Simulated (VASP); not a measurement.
```xyz
6
Lattice="3.9464 0.0000 0.0000 -1.9732 3.4176 0.0000 0.0000 0.0000 7.7421" Properties=species:S:1:pos:R:3 pbc="T T T"
Ce     1.9732     1.1392     5.8065
Ce     0.0000     2.2784     1.9355
H      1.9732     1.1392     1.9355
H      0.0000     2.2784     5.8065
Se     0.0000     0.0000     0.0000
Se     0.0000     0.0000     3.8710
```

Computed with PBEsol GGA with spin-orbit coupling, VASP's PBE PAW potentials (set 64) (plane waves; VASP). Settings: 400 eV cut-off, 8×8×4 Γ-centred mesh, Gaussian smearing of 0.050 eV, potentials Ce H Se.

The run has a spin-polarised start.

Question: Give the energies of bands 34 to 47 at the high-symmetry points, in eV from the Fermi level.

Answer: 
```csv
band,Γ,M,K,A,L,H
34,-2.44,-2.57,-2.94,-2.25,-2.78,-2.49
35,-2.28,-2.38,-2.90,-2.16,-2.70,-2.40
36,-2.18,-2.29,-2.87,-2.16,-2.70,-2.33
37,-0.66,-0.24,-0.11,0.01,-0.09,-0.09
38,-0.35,-0.21,-0.04,0.01,-0.09,-0.09
39,0.07,0.02,-0.03,0.10,0.03,0.02
40,0.09,0.05,0.09,0.10,0.03,0.11
41,0.16,0.08,0.18,0.13,0.21,0.12
42,0.23,0.19,0.23,0.13,0.21,0.28
43,0.27,0.28,0.26,0.24,0.33,0.29
44,0.30,0.29,0.30,0.24,0.33,0.31
45,0.34,0.34,0.37,0.29,0.37,0.34
46,0.39,0.36,0.41,0.29,0.37,0.40
47,0.41,0.36,0.44,0.40,0.41,0.45
```

It has no gap at this level: it comes out as a metal or semimetal.

The structure comes from a computed database's CeHSe entry (P6_3/mmc); how it stands against other phases isn't given here. It was relaxed first, which changed the volume by -8 %.
